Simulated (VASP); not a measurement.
# CdGeAs2: how cutoff and mesh change the relaxed cell, part 2 of 2

How far does the relaxed cell of CdGeAs2 depend on cutoff and k mesh? The starting structure is a computed structure from the Materials Project. The first relaxation on each setting starts from this cell expanded by 3 % in volume.

VASP 6.6.1.

Results so far: reference 25.01 Å³ an atom; a cutoff of 310 eV 25.00 Å³ an atom.

### Step 4. Relaxation with a 3×3×3 mesh

Level of this step: PBEsol; plane waves and PAW (Cd, As, Ge_d) (VASP).

Against step 2 the input has a 3×3×3 mesh (also changed: KPAR and NCORE). This run starts from the cell of an earlier relaxation, which isn't shown; the restart sets up the plane waves anew.

Contents of INCAR:

```
SYSTEM = CdGeAs2
PREC = Accurate
ENCUT = 450
EDIFF = 1E-06
NELM = 100
ISMEAR = 0
SIGMA = 0.03
LREAL = .FALSE.
ALGO = Normal
GGA = PS
NBANDS = 44
LORBIT = 11
LWAVE = .FALSE.
LCHARG = .FALSE.
KPAR = 2
NCORE = 4
IBRION = 2
NSW = 50
ISIF = 3
EDIFFG = -0.006
```

Contents of POSCAR:

```
CdGeAs2
1.0
   -2.9853014031      2.9853014031      5.6301821221
    2.9853014031     -2.9853014031      5.6301821221
    2.9853014031      2.9853014031     -5.6301821221
Cd As Ge
2 4 2
Direct
    0.5000000000      0.5000000000      0.0000000000
    0.2500000000      0.7500000000      0.5000000000
    0.0991419138      0.1250000000      0.4741419138
    0.3750000000      0.9008580862      0.0258580862
    0.6508580862      0.6250000000      0.5258580862
    0.8750000000      0.3491419138      0.9741419138
    0.7500000000      0.2500000000      0.5000000000
    0.0000000000      0.0000000000      0.0000000000
```

Contents of KPOINTS:

```
Automatic mesh
0
Gamma
3 3 3
0 0 0
```

The projector-augmented-wave data sets are Cd, As and Ge_d (PBE family, release 64).

On the command line:

```bash
$ mpirun -np 8 vasp_std
```

Output:

```text
[banner, memory and clock lines left out]
running    8 mpi-ranks, on    1 nodes
[...]
[... a notice as in an earlier step ...]

 LDA part: xc-table for (Slater+PW92), standard interpolation
 POSCAR, INCAR and KPOINTS ok, starting setup
[...]
entering main loop
       N       E                     dE             d eps       ncg     rms          rms(c)
DAV:   1     0.652683235865E+03    0.65268E+03   -0.31007E+04   684   0.242E+03
DAV:   2     0.679183158220E+02   -0.58476E+03   -0.56869E+03   528   0.748E+02
DAV:   3    -0.282712374918E+02   -0.96190E+02   -0.94535E+02   600   0.172E+02
DAV:   4    -0.339428924638E+02   -0.56717E+01   -0.56468E+01   624   0.480E+01
[...]
DAV:  13    -0.330542215608E+02   -0.48002E-05   -0.10705E-05   524   0.238E-02    0.814E-03
DAV:  14    -0.330542195369E+02    0.20239E-05   -0.73302E-06   576   0.217E-02    0.906E-04
DAV:  15    -0.330542195494E+02   -0.12493E-07   -0.12764E-06   372   0.496E-03
   1 F= -.33054220E+02 E0= -.33054220E+02  d E =-.330542E+02
[...]
DAV:   2    -0.330542633631E+02    0.17677E-03   -0.44124E-04   612   0.238E-01    0.405E-02
DAV:   3    -0.330542322629E+02    0.31100E-04   -0.64169E-05   620   0.693E-02    0.276E-02
DAV:   4    -0.330542273704E+02    0.48925E-05   -0.12958E-05   592   0.275E-02    0.609E-03
DAV:   5    -0.330542268964E+02    0.47408E-06   -0.34712E-06   452   0.189E-02
   2 F= -.33054227E+02 E0= -.33054227E+02  d E =-.734700E-05
 trial-energy change:   -0.000007  1 .order    0.000000   -0.000022    0.000022
 step:   0.7088(harm=  0.4914)  dis= 0.00004  next Energy=   -33.054230 (dE=-0.104E-04)
[...]
N       E                     dE             d eps       ncg     rms          rms(c)
DAV:   1    -0.330542466764E+02   -0.19306E-04   -0.34155E-04   620   0.187E-01    0.293E-02
DAV:   2    -0.330542319975E+02    0.14679E-04   -0.39626E-05   612   0.712E-02    0.120E-02
DAV:   3    -0.330542290663E+02    0.29311E-05   -0.52232E-06   492   0.200E-02    0.824E-03
DAV:   4    -0.330542277262E+02    0.13401E-05   -0.12075E-06   344   0.834E-03    0.189E-03
DAV:   5    -0.330542276933E+02    0.32882E-07   -0.35502E-07   300   0.565E-03
   3 F= -.33054228E+02 E0= -.33054228E+02  d E =-.814398E-05
[...]
reached required accuracy - stopping structural energy minimisation
```

Elapsed: 24 s, on 8 MPI ranks of Intel Xeon Platinum 8259CL at 2.50GHz (Skylake/Cascade Lake), shared host; peak memory 1.7 GiB.

OUTCAR, selected parts (step 4):

```text
  Total        0.0056733      0.0056733     -0.0201627      0.0000000      0.0000000      0.0000000
  in kB        0.0453067      0.0453067     -0.1610194      0.0000000      0.0000000      0.0000000
  external PRESSURE =      -0.0234686 kB  Pullay stress =       0.0000000 kB

 POSITION                                       TOTAL-FORCE (eV/Angst)
 -----------------------------------------------------------------------------------
      0.00000      0.00000      5.62897        -0.000000      0.000000      0.000000
      2.98502      0.00000      2.81448        -0.000000      0.000000      0.000000
      1.49251      1.33809     -1.40724        -0.000000     -0.000587     -0.000000
      1.64692     -1.49251      7.03621         0.000587      0.000000     -0.000000
      1.49251      1.64692      4.22173        -0.000000      0.000587     -0.000000
      1.33809      4.47752      1.40724        -0.000587      0.000000     -0.000000
      0.00000      2.98502      2.81448        -0.000000      0.000000      0.000000
      0.00000     -0.00000      0.00000        -0.000000      0.000000      0.000000
 -----------------------------------------------------------------------------------
    total drift:                               -0.000001     -0.000001      0.000004

  FREE ENERGIE OF THE ION-ELECTRON SYSTEM (eV)
  ---------------------------------------------------
  free  energy   TOTEN  =       -33.0542276933 eV

  energy  without entropy=      -33.0542276932  energy(sigma->0) =      -33.05422769

[... 1 part as in an earlier step ...]

[... 3 further parts left out ...]
[key lines of the parts left out:]
E-fermi :   2.8951
```

With a 3×3×3 mesh the cell ends at 25.078 Å³ an atom, +0.26 % from the reference, a by +0.4 % and c by -0.4 %.

### Step 5. Relaxation with a cutoff of 600 eV

Against step 2 the input has ENCUT = 600. This run starts from the cell of an earlier relaxation, which isn't shown; the restart sets up the plane waves anew.

Edit INCAR of step 4 so:

```diff
@@ -2,3 +2,3 @@
 PREC = Accurate
-ENCUT = 450
+ENCUT = 600
 EDIFF = 1E-06
@@ -14,4 +14,3 @@
 LCHARG = .FALSE.
-KPAR = 2
-NCORE = 4
+KPAR = 8
 IBRION = 2
```

Contents of POSCAR:

```
CdGeAs2
1.0
   -2.9772198667      2.9772198667      5.6537734369
    2.9772198667     -2.9772198667      5.6537734369
    2.9772198667      2.9772198667     -5.6537734369
Cd As Ge
2 4 2
Direct
    0.5000000000      0.5000000000      0.0000000000
    0.2500000000      0.7500000000      0.5000000000
    0.0994003398      0.1250000000      0.4744003398
    0.3750000000      0.9005996602      0.0255996602
    0.6505996602      0.6250000000      0.5255996602
    0.8750000000      0.3494003398      0.9744003398
    0.7500000000      0.2500000000      0.5000000000
    0.0000000000      0.0000000000      0.0000000000
```

Contents of KPOINTS:

```
Automatic mesh
0
Gamma
6 6 6
0 0 0
```

On the command line:

```bash
$ mpirun -np 8 vasp_std
```

Output:

```text
[... set-up lines as in an earlier step ...]
 entering main loop
       N       E                     dE             d eps       ncg     rms          rms(c)
DAV:   1     0.744475920772E+03    0.74448E+03   -0.35772E+04  3376   0.289E+03
DAV:   2     0.850607290472E+02   -0.65942E+03   -0.63976E+03  2648   0.876E+02
DAV:   3    -0.267300793578E+02   -0.11179E+03   -0.10949E+03  2940   0.195E+02
DAV:   4    -0.339692794525E+02   -0.72392E+01   -0.71995E+01  3168   0.557E+01
[...]
DAV:  13    -0.331286281523E+02   -0.43632E-05   -0.10215E-05  2684   0.224E-02    0.819E-03
DAV:  14    -0.331286262651E+02    0.18872E-05   -0.69431E-06  2832   0.208E-02    0.917E-04
DAV:  15    -0.331286262696E+02   -0.45166E-08   -0.11314E-06  1720   0.490E-03
   1 F= -.33128626E+02 E0= -.33128626E+02  d E =-.331286E+02
[...]
N       E                     dE             d eps       ncg     rms          rms(c)
DAV:   1    -0.331287028146E+02   -0.76550E-04   -0.23004E-03  2912   0.283E-01    0.475E-02
DAV:   2    -0.331286695298E+02    0.33285E-04   -0.51281E-05  3412   0.768E-02    0.285E-02
DAV:   3    -0.331286507559E+02    0.18774E-04   -0.19596E-05  3484   0.441E-02    0.556E-03
DAV:   4    -0.331286509061E+02   -0.15014E-06   -0.49351E-06  2684   0.174E-02
   2 F= -.33128651E+02 E0= -.33128651E+02  d E =-.246365E-04
 trial-energy change:   -0.000025  1 .order   -0.000024   -0.000028   -0.000021
 step:   3.7653(harm=  3.7653)  dis= 0.00001  next Energy=   -33.128679 (dE=-0.528E-04)
 reached required accuracy - stopping structural energy minimisation
```

Run time: 2.7 min. Hardware: 8 MPI ranks; peak memory 5.3 GiB.

OUTCAR, selected parts (step 5):

```text
  Total       -0.0274146     -0.0274146      0.0351536      0.0000000     -0.0000000      0.0000000
  in kB       -0.2191031     -0.2191031      0.2809551      0.0000000     -0.0000000      0.0000000
  external PRESSURE =      -0.0524170 kB  Pullay stress =       0.0000000 kB

 POSITION                                       TOTAL-FORCE (eV/Angst)
 -----------------------------------------------------------------------------------
      0.00000      0.00000      5.65577        -0.000000     -0.000000      0.000000
      2.97677      0.00000      2.82788        -0.000000     -0.000000     -0.000000
      1.48839      1.33598     -1.41394        -0.000000      0.000595     -0.000000
      1.64080     -1.48839      7.06971        -0.000595     -0.000000      0.000000
      1.48839      1.64080      4.24183        -0.000000     -0.000595      0.000000
      1.33598      4.46516      1.41394         0.000595     -0.000000     -0.000000
      0.00000      2.97677      2.82788        -0.000000     -0.000000      0.000000
     -2.97677      2.97677      5.65577         0.000000     -0.000000     -0.000000
 -----------------------------------------------------------------------------------
    total drift:                               -0.000001     -0.000001     -0.000001

  FREE ENERGIE OF THE ION-ELECTRON SYSTEM (eV)
  ---------------------------------------------------
  free  energy   TOTEN  =       -33.1286509061 eV

  energy  without entropy=      -33.1286509001  energy(sigma->0) =      -33.12865090

[... 2 parts as in an earlier step ...]

[... 2 further parts left out ...]
[key lines of the parts left out:]
E-fermi :   2.9083
```

With a cutoff of 600 eV the cell ends at 25.058 Å³ an atom, +0.18 % from the reference.

### Step 6. Relaxation with an 8×8×8 mesh

Against step 2 the input has an 8×8×8 mesh. This run starts from the cell of an earlier relaxation, which isn't shown; the restart sets up the plane waves anew.

Edit INCAR of step 5 so:

```diff
@@ -2,3 +2,3 @@
 PREC = Accurate
-ENCUT = 600
+ENCUT = 450
 EDIFF = 1E-06
```

Contents of POSCAR:

```
CdGeAs2
1.0
   -2.9758598573      2.9758598573      5.6518062170
    2.9758598573     -2.9758598573      5.6518062170
    2.9758598573      2.9758598573     -5.6518062170
Cd As Ge
2 4 2
Direct
    0.5000000000      0.5000000000      0.0000000000
    0.2500000000      0.7500000000      0.5000000000
    0.0994032728      0.1250000000      0.4744032728
    0.3750000000      0.9005967272      0.0255967272
    0.6505967272      0.6250000000      0.5255967272
    0.8750000000      0.3494032728      0.9744032728
    0.7500000000      0.2500000000      0.5000000000
    0.0000000000      0.0000000000      0.0000000000
```

Contents of KPOINTS:

```
Automatic mesh
0
Gamma
8 8 8
0 0 0
```

On the command line:

```bash
$ mpirun -np 8 vasp_std
```

Output:

```text
[... set-up lines as in an earlier step ...]
 entering main loop
       N       E                     dE             d eps       ncg     rms          rms(c)
DAV:   1     0.663089658421E+03    0.66309E+03   -0.30766E+04  6568   0.245E+03
DAV:   2     0.690763668415E+02   -0.59401E+03   -0.57554E+03  5232   0.760E+02
DAV:   3    -0.284392260455E+02   -0.97516E+02   -0.95946E+02  5896   0.173E+02
DAV:   4    -0.340097174787E+02   -0.55705E+01   -0.55479E+01  6148   0.478E+01
[...]
DAV:  13    -0.331278579057E+02   -0.45935E-05   -0.10541E-05  5296   0.231E-02    0.833E-03
DAV:  14    -0.331278558975E+02    0.20082E-05   -0.73758E-06  5612   0.216E-02    0.953E-04
DAV:  15    -0.331278559075E+02   -0.10070E-07   -0.12462E-06  3572   0.495E-03
   1 F= -.33127856E+02 E0= -.33127855E+02  d E =-.331279E+02
[...]
2 F= -.33127890E+02 E0= -.33127890E+02  d E =-.343979E-04
[...]
3 F= -.33127889E+02 E0= -.33127889E+02  d E =-.334512E-04
[...]
4 F= -.33127890E+02 E0= -.33127889E+02  d E =-.338668E-04
[...]
5 F= -.33127911E+02 E0= -.33127910E+02  d E =-.209653E-04
 trial-energy change:   -0.000021  1 .order   -0.000022   -0.000029   -0.000015
 step:   2.0058(harm=  2.0058)  dis= 0.00008  next Energy=   -33.127920 (dE=-0.298E-04)
 reached required accuracy - stopping structural energy minimisation
```

The job ended after 4.3 min (8 MPI ranks; peak memory 5.2 GiB).

Parts of OUTCAR (step 6):

```text
  Total       -0.0225623     -0.0225623      0.0172634      0.0000000     -0.0000000      0.0000000
  in kB       -0.1806765     -0.1806765      0.1382433      0.0000000     -0.0000000      0.0000000
  external PRESSURE =      -0.0743699 kB  Pullay stress =       0.0000000 kB

 POSITION                                       TOTAL-FORCE (eV/Angst)
 -----------------------------------------------------------------------------------
      0.00000      0.00000      5.65450        -0.000000      0.000000      0.000000
      2.97419      0.00000      2.82725         0.000000      0.000000      0.000000
      1.48710      1.33486     -1.41362         0.000000      0.001265     -0.000000
      1.63933     -1.48710      7.06812        -0.001265      0.000000      0.000000
      1.48710      1.63933      4.24087         0.000000     -0.001265      0.000000
      1.33486      4.46129      1.41362         0.001265      0.000000     -0.000000
      0.00000      2.97419      2.82725        -0.000000      0.000000     -0.000000
      0.00000      0.00000      0.00000         0.000000      0.000000      0.000000
 -----------------------------------------------------------------------------------
    total drift:                               -0.000002     -0.000002      0.000004

  FREE ENERGIE OF THE ION-ELECTRON SYSTEM (eV)
  ---------------------------------------------------
  free  energy   TOTEN  =       -33.1279107396 eV

  energy  without entropy=      -33.1279095466  energy(sigma->0) =      -33.12791014

[... 1 part as in an earlier step ...]

[... 3 further parts left out ...]
[key lines of the parts left out:]
E-fermi :   2.9588
```

With an 8×8×8 mesh the cell ends at 25.009 Å³ an atom, -0.01 % from the reference.

### Step 7. Comparison

```tsv
run	volume (Å³/atom)	change (%)	pressure left (GPa)	core minutes
reference	25.013	-	-0.01	49.6
a cutoff of 310 eV	25.001	-0.05	-0.01	29.5
a 3×3×3 mesh	25.078	0.26	0.0	9.2
a cutoff of 600 eV	25.058	0.18	-0.01	82.9
an 8×8×8 mesh	25.009	-0.01	-0.01	89.5
```

Core minutes are wall time times ranks, summed over the relaxations behind a row (those for a bulk modulus apart), on shared hosts.

### Step 8. Summary of results

```
volume of the reference                          : 25.01 Å³/atom
volume against the reference, a cutoff of 310 eV : -0.05 %
volume against the reference, a 3×3×3 mesh       : +0.26 %
volume against the reference, a cutoff of 600 eV : +0.18 %
volume against the reference, an 8×8×8 mesh      : -0.01 %
```

In words: The volume moves most with a 3×3×3 mesh: +0.26 %, a by +0.4 % and c by -0.4 % against the reference (450 eV, 6×6×6 mesh). On finer settings it changes by +0.18 % with a cutoff of 600 eV and -0.01 % with an 8×8×8 mesh. Further runs on this material are not shown.

[Lines on the potential files, build, host, timing and source positions are cut from VASP's logs without a mark.]

[Logs are printed without paths, hosts, clocks, repeated set-up lines and the standing remarks that a program may print on its own settings, such as how far it seeks lower states.]

[Hosts, paths, dates, database ids (printed as entryN), source tags and the programs' standing remarks are cut or masked in the printed files.]
